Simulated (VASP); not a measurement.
```
CdS
1.0
    3.85631     0.00000     0.00000
    0.00000     5.44895     0.00000
    0.00000     0.00000     3.85431
Cd S
2 2
Cartesian
  1.92815   2.72447   0.95547
  0.00000   0.00000   2.89884
  1.92815   0.00000   0.96579
  0.00000   2.72447   2.88852
```

All values below come from r2SCAN meta-GGA, VASP's PBE PAW potentials (set 64) (plane waves; VASP 6.6.1). Settings: 400 eV cut-off, 7×5×7 Γ-centred mesh, tetrahedra with Blöchl corrections, potentials Cd S.

Give the energies of bands 11 to 21 at the high-symmetry points, in eV from the valence-band maximum.

```tsv
band	Γ	X	S	Y	Z	U	R	T
11	-7.59	-7.58	-7.65	-7.75	-7.57	-6.85	-7.05	-7.65
12	-6.85	-7.58	-7.65	-7.75	-7.57	-6.85	-7.05	-7.65
13	-4.37	-3.91	-4.93	-2.63	-3.92	-4.37	-3.30	-4.93
14	-2.21	-3.91	-4.93	-2.63	-3.90	-4.37	-3.30	-4.93
15	-2.21	-2.39	0.00	-1.45	-2.39	-2.21	-3.30	-0.01
16	-0.77	-2.39	0.00	-1.45	-2.38	-2.21	-3.30	-0.01
17	-0.77	-0.15	0.00	-1.45	-0.15	-2.21	-2.82	0.00
18	-0.77	-0.15	0.00	-1.45	-0.15	-2.21	-2.82	0.00
19	0.73	4.97	4.05	3.58	4.97	0.73	3.89	4.05
20	1.59	4.97	4.05	3.58	4.97	0.73	3.89	4.05
21	6.41	6.14	6.46	7.32	6.14	6.42	7.43	6.45
```

The gap is indirect, 0.73 eV, from the valence maximum at (0.43, 0.20, 0.00) to the conduction minimum at Γ.

The structure comes from a computed database's CdS entry (Pmmn); how it stands against other phases isn't given here. It was relaxed first.
